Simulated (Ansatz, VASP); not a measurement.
## Cross-check of WC (Qusongite) between VASP and Ansatz

One calculation is typed for both programs; each brings its own data sets. How far apart do they land? The structure shown is the end of the Ansatz relaxation below.

Calculated with Ansatz 0.2.0; plane waves, with VASP 6.6.1 beside it; single point at LDA.

## Step 1: Starting point

It takes space group P-6m2 (No. 187, hexagonal). The conventional cell has a = 2.970 Å, b = 2.970 Å, c = 2.782 Å, α = 90.00°, β = 90.00°, γ = 120.00°. Nearest to C lie 6 W at 2.21 Å. W has 6 C at 2.21 Å nearest. Farther neighbours are not listed.

## Step 2: Ansatz: relaxation, LDA

Ansatz runs on its PAW soft_1 files.

This run makes the geometry at which the two programs are then compared.

Contents of input.yaml:

```yaml
crystal:
  lattice:
    - [2.9704471608, 0.0, 0.0]
    - [-1.4852235804, 2.5724827019, 0.0]
    - [0.0, 0.0, 2.7914752133]
  atoms:
    - { symbol: C, position: [0.6666666667, 0.3333333333, 0.5] }
    - { symbol: W, position: [0.0, 0.0, 0.0] }
kpoints:
  mp_grid: { grid: [18, 18, 16] }
hamiltonian:
  xc: lda
  pseudopotentials: { kind: paw, azcp: { folder: soft_1 }, xc_functional: pbe }
scf:
  occupations: { method: methfessel_paxton, width: 0.2 }
output:
  forces: true
  stress: true
  eigenvalues: true
relax:
  adjacent_minimum: "off"
  f_tol: 0.001
  max_steps: 60
  cell: { stress_tol: 0.01, fix: [a, b, gamma] }
```

Command:

```
ansatz run input.yaml --threads 4 --pin off --max-ram 10240MiB --backend cpu --events-out ev --progress --plain --runs-dir out
```

Numbers of over 12 decimals in the logs are rounded to 6 here.

Output:

```text
Engine: ansatz 0.2.0, aarch64-unknown-linux-gnu
Pseudopotentials: kind: paw
Pseudopotential: C, paw, valence charge 4, recommended cutoff 420 eV (normal), soft_1/C.paw.azcp
Pseudopotential: W, paw, valence charge 14, recommended cutoff 420 eV (normal), soft_1/W.paw.azcp
Functional definition: SPW92
  exchange = slater_x
  correlation = pw_c
Crystal: 2 atoms, lattice volume = 21.331 Å³
Basis set: ecut = 420 eV, 405 PW (Γ)
Bands: 13, of which v1, the nominal top of the filled ones, is band 9 counted from 1 (8 counted from 0)
Symmetry: 12 space group operations
Space group: P-6m2 (ITA 187), of the structure as read, at distance tolerance 2.8e-5 Å
k-points: 333 of 5184 (time reversal used)
Non-local potential: C, projectors of the file, l = 0: 2, l = 1: 2, l = 2: 1
Non-local potential: W, projectors of the file, l = 0: 3, l = 1: 2, l = 2: 2, l = 3: 1
PAW form: soft (Blöchl's): semilocal exchange-correlation on the pseudo side does not see the compensation charge
PAW frozen core: C, regenerated for the run's functional, and the local potential with it (the file was generated under x = pbe(κ = 0.804, μ = 0.219515), c = pbe(β = 0.066725))
PAW frozen core: W, regenerated for the run's functional, and the local potential with it (the file was generated under x = pbe(κ = 0.804, μ = 0.219515), c = pbe(β = 0.066725))
PAW one-centre angular grid: C, 110 points (default); XC on 64 Gauss nodes
PAW one-centre angular grid: W, 590 points (default); XC on 64 Gauss nodes
Initial density: superposition of atomic densities (chi_scale 0.1, normalization cell, long waves kept (reshape's long-wave potential 0.00 eV rms))
Initial wavefunctions: pseudopotential atomic-orbital guess
Functional: x = slater, c = lda
SCF iter   1: F=—  HF=-10375.325235 eV  |F-HF|=—  |Δ(HF+E_count)|=         —  Δρ=1.30e-1  dr2=4.93e0  ethr=3.10e-3  ⟨swp⟩=5.0  Hψ=21514  notcnv=0
preconditioner: auto → none  [metal: Δε(μ)=0.030 eV  Ē_g=10.491 eV  σ=0.200 eV  W_gap=0.13  n_scr=8 (ndim 8)  ℏωp=25.4 eV  f_vac=0.000  D(μ)=0.26/eV (n_scr^D=0)  sad-step TF]
SCF iter   2: F=—  HF=-10374.716440 eV  |F-HF|=—  |Δ(HF+E_count)|=   6.09e-1  S|Δr|=    0.00e0  Δρ=9.11e-2  dr2=2.51e0  ethr=3.10e-3  ⟨swp⟩=2.0  Hψ=8240  notcnv=0
SCF iter   3: F=—  HF=-10374.082244 eV  |F-HF|=—  |Δ(HF+E_count)|=   6.34e-1  S|Δr|=    0.00e0  Δρ=7.76e-3  dr2=1.29e-2  ethr=3.10e-3  ⟨swp⟩=2.2  Hψ=7415  notcnv=0
SCF iter   4: F=—  HF=-10374.080862 eV  |F-HF|=—  |Δ(HF+E_count)|=   1.38e-3  S|Δr|=    0.00e0  Δρ=1.06e-3  dr2=1.21e-4  ethr=7.14e-5  ⟨swp⟩=1.1  Hψ=6938  notcnv=0
SCF iter   5: F=—  HF=-10374.080911 eV  |F-HF|=—  |Δ(HF+E_count)|=   4.86e-5  S|Δr|=    0.00e0  Δρ=1.53e-4  dr2=2.44e-6  ethr=6.70e-7  ⟨swp⟩=2.2  Hψ=6738  notcnv=0
SCF iter   6: F=—  HF=-10374.080909 eV  |F-HF|=—  |Δ(HF+E_count)|=   1.87e-6  S|Δr|=    0.00e0  Δρ=1.80e-5  dr2=3.19e-8  ethr=5.56e-10  ⟨swp⟩=6.9  Hψ=21918  notcnv=0
SCF iter   7: F=-10374.080909 eV  HF=-10374.080909 eV  |F-HF|=9.22e-10  |Δ(HF+E_count)|=   3.14e-9  S|Δr|=    0.00e0  Δρ=2.53e-6  dr2=1.24e-9  ethr=1.77e-10  ⟨swp⟩=2.0  Hψ=15409  notcnv=0
SCF 1 converged in 7 iterations: F = -10374.080909 eV  dr2 = 1.24e-9
  greatest PAW one-centre occupation: 0.999 electrons in one spin orbital (limit 2), on the W atom at site 1 (counted from 0), in its partial waves of l = 0
relax step   1: F+E_penalty+E_count = -10374.08090863 eV  Δ(F+E_penalty+E_count) = +0.000e0 eV  max|allowed force component| = 1.203e-16 eV/Å  Δτ_max = 0.0000 Å  P = -17.772 GPa  Ω = 21.331 Å³  fix = [a, b, gamma]  reactions: a -24.995, b -24.995 GPa  (7 SCF iters, dr2 threshold 1.00e-7 eV, accepted)
[...]
relax step   2: F+E_penalty+E_count = -10374.08119216 eV  Δ(F+E_penalty+E_count) = -2.835e-4 eV  max|allowed force component| = 1.573e-16 eV/Å  Δτ_max = 0.0000 Å  P = -14.941 GPa  Ω = 21.186 Å³  energy of the carried Pulay correction = +2.167e-4 eV  fix = [a, b, gamma]  reactions: a -24.029, b -24.029 GPa  (4 SCF iters, dr2 threshold 2.00e-7 eV, accepted)
[...]
relax step   3: F+E_penalty+E_count = -10374.08179345 eV  Δ(F+E_penalty+E_count) = -6.013e-4 eV  max|allowed force component| = 1.388e-16 eV/Å  Δτ_max = 0.0000 Å  P = -16.354 GPa  Ω = 21.257 Å³  energy of the carried Pulay correction = +1.097e-4 eV  fix = [a, b, gamma]  reactions: a -24.510, b -24.510 GPa  (4 SCF iters, dr2 threshold 2.00e-7 eV, accepted)
[...]
relax step   4: F+E_penalty+E_count = -10374.08179495 eV  Δ(F+E_penalty+E_count) = -1.496e-6 eV  max|allowed force component| = 1.295e-16 eV/Å  Δτ_max = 0.0000 Å  P = -16.336 GPa  Ω = 21.256 Å³  energy of the carried Pulay correction = +1.111e-4 eV  fix = [a, b, gamma]  reactions: a -24.504, b -24.504 GPa  (2 SCF iters, dr2 threshold 4.45e-9 eV, accepted)
[...]
relax step   5: F+E_penalty+E_count = -10374.08168892 eV  Δ(F+E_penalty+E_count) = +1.060e-4 eV  max|allowed force component| = 1.388e-16 eV/Å  Δτ_max = 0.0000 Å  P = -16.341 GPa  Ω = 21.256 Å³  fix = [a, b, gamma]  reactions: a -24.507, b -24.507 GPa  stress off target by 9.91e-3 GPa on what of the cell is left free  SCF on the basis re-selected at this cell (its energy is not comparable with the rows above)  (4 SCF iters)
basis re-selected at this cell: Δ(F+E_penalty+E_count) = +1.060e-4 eV, ΔP = -0.005 GPa vs the last step (what re-selecting the basis moved, of the pressure what is left beyond the Pulay correction that the steps carried, after the strain that the cell walked since its last selection, with what the two solves' SCF thresholds leave and, on support functions, any second-order correction that the steps lacked; it is no m [...]
SCF converged after 4 iterations
Stability not checked: this state was not tested for a lower state beside it, because cold or Methfessel-Paxton smearing, or corrected tetrahedra, fill the levels in a way that the test cannot read (fill_not_monotonic; see scf.lower_state_search)
Free energy (F): -10374.081689 eV
Harris-Foulkes:  -10374.081689 eV  (|F-HF|=1.82e-12)
Internal energy: -10374.081028 eV  (E = F + TS)
E sigma→0 (E₀):  -10374.081524 eV
Entropy (-TS):   -0.000661 eV (-0.330 meV/atom)
Fermi energy:    19.582133 eV
--- Per-component energies (eV) ---
  E_band       = -75.775768
  E_kinetic    = 508.089574
  E_local      = -630.483465  (includes V_loc(G=0)·N_el)
  E_nonlocal   = 3.845850
  E_hartree    = 253.969725
  E_xc         = -313.154952
  E_vxc        = -290.031949  (∫ρ·V_xc dr)
  E_paw        = -8416.383632  (= ΣΔE_a)
  E_vpaw       = -175.135380  (= ΣTr[D̂ρ^β])
  E_aug_tail   = 0.000162  (compensation charges beyond the density's cutoff)
  E_ewald      = -1780.310373
  E_core_change = 0.346082  (= ΣΔE_core)
  E_smearing   = -0.000661  (= −TS)
  E_closure    = 0.000000  (closes the sum)
  Σ components = -10374.081689   (vs F -10374.081689, Δ=0.00e0)
--- Forces (eV/Å), atoms counted from 1 ---
  atom   1  C     -0.00000000    -0.00000000     0.00000000
  atom   2  W     -0.00000000    -0.00000000     0.00000000
  max |Σ_I F_I| component: 3.15e-16 eV/Å
--- Stress (GPa, compression-positive) ---
      -24.506635       0.000000       0.000000
        0.000000     -24.506635       0.000000
        0.000000       0.000000      -0.009913
  P = ⅓ Tr σ = -16.3411 GPa (-163.411 kbar)
--- Band table (eV; the first three rows and the last of 333) ---
  k-point 0: bands = [... 5 lower, 15.4001, 16.0282, 16.0282, 20.0640, 22.7331, 22.7331, 25.1768, 25.1768]
  k-point 1: bands = [... 5 lower, 15.3876, 16.0738, 16.0738, 20.0088, 22.3558, 22.3558, 25.4115, 25.4115]
  k-point 2: bands = [... 5 lower, 15.2841, 16.2068, 16.2068, 19.9612, 21.5736, 21.5736, 25.7342, 25.7342]
  k-point 332: bands = [... 5 lower, 12.4451, 14.1914, 18.1013, 19.0452, 23.7816, 25.5278, 26.8243, 28.9220]
--- Relaxed structure (4 steps of the walk, 4 accepted, 1 SCFs on fresh bases) ---
  F+E_penalty+E_count = -10374.08168892 eV   max|allowed force component| = 1.388e-16 eV/Å   (the final SCF, on the basis selected at the relaxed cell)
  cell:  # Å, volume = 21.2564 Å³
    - [2.970447, 0, 0.0]
    - [-1.485224, 2.572483, 0.0]
    - [0.0, 0.0, 2.781738]
  atoms:
    - { symbol: C, position: [0.666667, 0.333333, 0.500000] }
    - { symbol: W, position: [-3.7007434155248937e-17, 0, 0.0] }
```

## Step 3: VASP: single point, LDA, pair 1

The same cell, functional (in two slightly different forms), mesh and smearing now go to VASP, with its own data sets.

Lines of VASP's logs that name or quote its potential files are left out, and so is its time.

Contents of INCAR:

```
SYSTEM = WC
PREC = Accurate
ENCUT = 600
EDIFF = 1E-06
NELM = 120
ISMEAR = 1
SIGMA = 0.2
LREAL = .FALSE.
ALGO = Normal
GGA = CA
NBANDS = 11
LASPH = .TRUE.
LORBIT = 11
LWAVE = .FALSE.
LCHARG = .FALSE.
ISIF = 2
GGA_COMPAT = .FALSE.
KPAR = 2
```

Contents of POSCAR:

```
WC
1.0
    2.9704471608      0.0000000000      0.0000000000
   -1.4852235804      2.5724827019      0.0000000000
    0.0000000000      0.0000000000      2.7817381626
C W
1 1
Direct
    0.6666666667      0.3333333333      0.5000000000
    0.0000000000      0.0000000000      0.0000000000
```

Contents of KPOINTS:

```
Automatic mesh
0
Gamma
18 18 16
0 0 0
```

PAW data sets: C and W (LDA family, release 64).

Command:

```
mpirun -np 2 vasp_std
```

Output:

```text
[banner, memory and clock lines left out]
running    2 mpi-ranks, on    1 nodes
 distrk:  each k-point on    1 cores,    2 groups
 distr:  one band on    1 cores,    1 groups

 POSCAR found type information on POSCAR C W
 POSCAR found :  2 types and       2 ions
 LDA part: xc-table for (Slater(with rela. corr.)+CA(PZ))
 , standard interpolation
 POSCAR, INCAR and KPOINTS ok, starting setup
 FFT: planning ... GRIDC
 FFT: planning ... GRID_SOFT
 FFT: planning ... GRID
 WAVECAR not read
 entering main loop
       N       E                     dE             d eps       ncg     rms          rms(c)
DAV:   1     0.228372754915E+02    0.22837E+02   -0.54160E+03  7326   0.920E+02
DAV:   2    -0.259484721431E+02   -0.48786E+02   -0.46640E+02  8668   0.199E+02
DAV:   3    -0.279009582754E+02   -0.19525E+01   -0.19310E+01  8990   0.338E+01
DAV:   4    -0.279118525440E+02   -0.10894E-01   -0.10893E-01  8027   0.298E+00
DAV:   5    -0.279118898893E+02   -0.37345E-04   -0.37345E-04  8773   0.179E-01    0.324E+01
DAV:   6    -0.248618686978E+02    0.30500E+01   -0.14446E+01  8491   0.226E+01    0.964E+00
DAV:   7    -0.247675103352E+02    0.94358E-01   -0.77554E-01  7498   0.699E+00    0.788E+00
DAV:   8    -0.247240143399E+02    0.43496E-01   -0.14359E-01  8027   0.282E+00    0.263E+00
DAV:   9    -0.247148370763E+02    0.91773E-02   -0.22075E-02  7872   0.948E-01    0.104E-01
DAV:  10    -0.247147178000E+02    0.11928E-03   -0.95289E-04  8270   0.279E-01    0.169E-01
DAV:  11    -0.247147010380E+02    0.16762E-04   -0.73547E-05  8513   0.591E-02    0.963E-03
DAV:  12    -0.247147004248E+02    0.61323E-06   -0.46706E-06  7790   0.146E-02
   1 F= -.24714700E+02 E0= -.24714492E+02  d E =-.624990E-03
```

OUTCAR, selected parts (step 3):

```text
ion  position               nearest neighbor table
   1  0.667  0.333  0.500-   2 2.21   2 2.21   2 2.21   2 2.21   2 2.21   2 2.21
   2  0.000  0.000  0.000-   1 2.21   1 2.21   1 2.21   1 2.21   1 2.21   1 2.21

  LATTYP: Found a hexagonal cell.
 ALAT       =     2.9704471608
 C/A-ratio  =     0.9364711816

 Subroutine GETGRP returns: Found 12 space group operations
 (whereof 12 operations were pure point group operations)

The static configuration has the point symmetry D_3h.

 Found    333 irreducible k-points:

   k-points           NKPTS =    333   k-points in BZ     NKDIM =    333   number of bands    NBANDS=     11

   dimension x,y,z NGX =    24 NGY =   24 NGZ =   24
   dimension x,y,z NGXF=    48 NGYF=   48 NGZF=   48

   ENCUT  =  600.0 eV  44.10 Ry    6.64 a.u.   5.93  5.93  5.56*2*pi/ulx,y,z

   NELECT =      10.0000    total number of electrons

 k-points in reciprocal lattice and weights: Automatic mesh
   0.00000000  0.00000000  0.00000000       0.000
   0.05555556  0.00000000  0.00000000       0.001
   0.11111111  0.00000000  0.00000000       0.001
   0.16666667  0.00000000  0.00000000       0.001
   0.22222222  0.00000000  0.00000000       0.001
   0.27777778  0.00000000  0.00000000       0.001
   0.33333333  0.00000000  0.00000000       0.001
   0.38888889  0.00000000  0.00000000       0.001
   0.44444444  0.00000000  0.00000000       0.001
[...]
0.33333333  0.27777778  0.50000000       0.002
   0.33333333  0.33333333  0.50000000       0.000

 average (electrostatic) potential at core
       1 -50.5518       2 -37.9252

 E-fermi :   8.0478

 k-point     1 :       0.0000    0.0000    0.0000
  band No.  band energies     occupation
      1      -6.0860      2.00000
      2       3.8595      2.00000
      3       4.5011      2.00000
      4       4.5011      2.00000
      5       8.5874     -0.00091
      6      11.1613     -0.00000
      7      11.1613     -0.00000
      8      13.6824      0.00000
      9      13.6824      0.00000
    ...

 k-point     2 :       0.0556    0.0000    0.0000
  band No.  band energies     occupation
      1      -6.0122      2.00000
      2       3.8536      2.00000
      3       4.4206      2.00000
      4       4.5728      2.00000
      5       8.3146     -0.06775
      6      11.1364     -0.00000
      7      11.4615     -0.00000
      8      13.5223      0.00000
      9      13.6212      0.00000
    ...

 k-point     3 :       0.1111    0.0000    0.0000
  band No.  band energies     occupation
      1      -5.7956      2.00000
      2       3.6909      2.00000
      3       4.3601      2.00000
      4       4.7829      2.00000
      5       7.7302      2.04728
      6      11.0654     -0.00000
      7      12.1197      0.00000
      8      13.1045      0.00000
      9      13.4516      0.00000
     10      14.9938      0.00000
    ...

  Total       -3.2398836     -3.2398836     -0.0251718     -0.0000000     -0.0000000      0.0000000
  in kB     -244.2021273   -244.2021273     -1.8972938     -0.0000000     -0.0000000      0.0000000
  external PRESSURE =    -163.4338495 kB  Pullay stress =       0.0000000 kB

  energy-cutoff  :      600.00
  volume of cell :       21.26
      direct lattice vectors                 reciprocal lattice vectors
     2.970447161  0.000000000  0.000000000     0.336649651  0.194364767  0.000000000
    -1.485223580  2.572482702  0.000000000     0.000000000  0.388729533  0.000000000
     0.000000000  0.000000000  2.781738163     0.000000000  0.000000000  0.359487465

 POSITION                                       TOTAL-FORCE (eV/Angst)
 -----------------------------------------------------------------------------------
      1.48522      0.85749      1.39087        -0.000000      0.000000      0.000000
      0.00000      0.00000      0.00000         0.000000     -0.000000      0.000000
 -----------------------------------------------------------------------------------
    total drift:                               -0.000000      0.000000      0.000000

  FREE ENERGIE OF THE ION-ELECTRON SYSTEM (eV)
  ---------------------------------------------------
  free  energy   TOTEN  =       -24.7147004248 eV

  energy  without entropy=      -24.7140754350  energy(sigma->0) =      -24.71449209

 total charge
# of ion       s       p       d       tot
------------------------------------------
    1        0.842   1.558   0.000   2.399
    2        0.612   0.840   4.323   5.775
--------------------------------------------------
tot          1.454   2.398   4.323   8.175

[... 3 further parts left out ...]
```

The data set W keeps the semicore shell frozen, which is cheaper and a little less accurate.

## Step 4: Differences

Known differences besides the potentials themselves: the two LDA forms differ slightly; the data sets hold 18 valence electrons in Ansatz (on its PAW soft_1 files) and 10 in VASP; the cutoff is 420 eV in Ansatz and 600 eV in VASP; VASP's log shows a relativistic correction to its local exchange, Ansatz's none; Ansatz's pressure holds a Pulay correction, VASP's none. Total energies have different zeros and are not compared.

Both answers:

| quantity | Ansatz | VASP | difference |
| --- | --- | --- | --- |
| pressure (GPa) | -16.34 | -16.34 | 0.00 |

## Step 5: Ansatz: relaxation, LDA

This run makes the geometry at which the two programs are then compared. The cell compared in this pair holds 21.60 Å³, against 21.26 Å³ for the pair before.

The structure compared here is the end of the Ansatz relaxation.

input.yaml: that of step 2 with these lines changed.

```diff
@@ -2,5 +2,5 @@
   lattice:
-    - [2.9704471608, 0.0, 0.0]
-    - [-1.4852235804, 2.5724827019, 0.0]
-    - [0.0, 0.0, 2.7914752133]
+    - [2.9992864537, 0.0, 0.0]
+    - [-1.4996432268, 2.5974582621, 0.0]
+    - [0.0, 0.0, 2.7817381626]
   atoms:
```

Command:

```
ansatz run input.yaml --threads 4 --pin off --max-ram 10240MiB --backend cpu --events-out ev --progress --plain --runs-dir out
```

Output:

```text
[...]
Crystal: 2 atoms, lattice volume = 21.671 Å³
Basis set: ecut = 420 eV, 405 PW (Γ)
Bands: 13, of which v1, the nominal top of the filled ones, is band 9 counted from 1 (8 counted from 0)
Symmetry: 12 space group operations
[...]
k-points: 333 of 5184 (time reversal used)
[...]
k-point 332: bands = [... 5 lower, 12.1848, 13.8668, 17.7634, 18.7284, 23.3088, 24.9258, 26.2712, 28.5685]
--- Relaxed structure (4 steps of the walk, 3 accepted, 1 SCFs on fresh bases) ---
[...]
cell:  # Å, volume = 21.6012 Å³
    - [2.999286, -2.8867544757244566e-11, 0.0]
    - [-1.499643, 2.597458, 0.0]
    - [0.0, 0.0, 2.772752]
  atoms:
    - { symbol: C, position: [0.666667, 0.333333, 0.5] }
    - { symbol: W, position: [-3.700743415524894e-17, 0, 0.0] }
[key lines of the parts left out:]
SCF converged after 4 iterations
Free energy (F): -10374.009329 eV
Fermi energy:    19.223879 eV
P = ⅓ Tr σ = -20.9238 GPa (-209.238 kbar)
```

## Step 6: VASP: single point, LDA, pair 2

The same cell, functional (in two slightly different forms), mesh and smearing now go to VASP, with its own data sets.

INCAR is that of step 3.

Contents of POSCAR:

```
WC
1.0
    2.9992864537      0.0000000000      0.0000000000
   -1.4996432268      2.5974582621      0.0000000000
    0.0000000000      0.0000000000      2.7727515673
C W
1 1
Direct
    0.6666666667      0.3333333333      0.5000000000
    0.0000000000      0.0000000000      0.0000000000
```

KPOINTS is that of step 3.

Command:

```
mpirun -np 2 vasp_std
```

Output:

```text
[... set-up lines as in an earlier step ...]
 entering main loop
       N       E                     dE             d eps       ncg     rms          rms(c)
DAV:   1     0.221750917457E+02    0.22175E+02   -0.54603E+03  7326   0.922E+02
DAV:   2    -0.258645462674E+02   -0.48040E+02   -0.45824E+02  8524   0.197E+02
DAV:   3    -0.278333998924E+02   -0.19689E+01   -0.19477E+01  9060   0.341E+01
DAV:   4    -0.278447495963E+02   -0.11350E-01   -0.11347E-01  8014   0.301E+00
[...]
DAV:  10    -0.246429825868E+02    0.13617E-03   -0.92470E-04  8279   0.274E-01    0.154E-01
DAV:  11    -0.246429682351E+02    0.14352E-04   -0.60018E-05  8509   0.536E-02    0.105E-02
DAV:  12    -0.246429678515E+02    0.38369E-06   -0.38041E-06  6826   0.131E-02
   1 F= -.24642968E+02 E0= -.24642868E+02  d E =-.298774E-03
```

(Part 1 of 2 ends here.)

[Lines on the potential files, build, host, timing and source positions are cut from VASP's logs without a mark.]

[Logs are printed without paths, hosts, clocks, repeated set-up lines and the standing remarks that a program may print on its own settings, such as how far it seeks lower states.]

[Hosts, paths, dates, database ids (printed as entryN), source tags and the programs' standing remarks are cut or masked in the printed files.]
